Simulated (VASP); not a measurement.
Pd:

```
Pd
1.0
     0.00000    1.94650    1.94650
     1.94650    0.00000    1.94650
     1.94650    1.94650    0.00000
Pd
1
Cartesian
  0.0000 0.0000 0.0000
```

```yaml
Program: VASP 6.6.1
Task: relaxation of cell and atoms
Functional: AM05
Potentials_or_basis: VASP PAW PBE potentials, release 64 (Pd)
Cutoff: 600 eV
k_mesh: 16 × 16 × 16
Occupations: methfessel-paxton, width 0.1 eV
Spin: no spin polarisation
```

At the start: pressure -3.7 GPa; volume 14.75 Å³/atom.

Question: How do energy, volume and symmetry change on relaxing?

Answer: Over 3 steps the energy falls by 3.2 meV/atom and the volume is 14.48 Å³/atom (-1.9 %); space group Fm-3m (No. 225, to 0.05 Å).

Step by step:
```tsv
step	energy change (eV)	largest force (eV/Å)	pressure (GPa)	volume (Å³)
1	0.0000	0.0000	-3.66	14.75
2	0.0055	0.0000	6.71	14.04
3	-0.0032	0.0000	-0.03	14.48
```

Final structure:
```
CELL_PARAMETERS angstrom
0.00000 1.93435 1.93435
1.93435 0.00000 1.93435
1.93435 1.93435 0.00000
ATOMIC_POSITIONS crystal
Pd 0.00000 0.00000 0.00000
```

Caveat: the PAW data sets were made with another functional, which shifts forces and pressure a little.
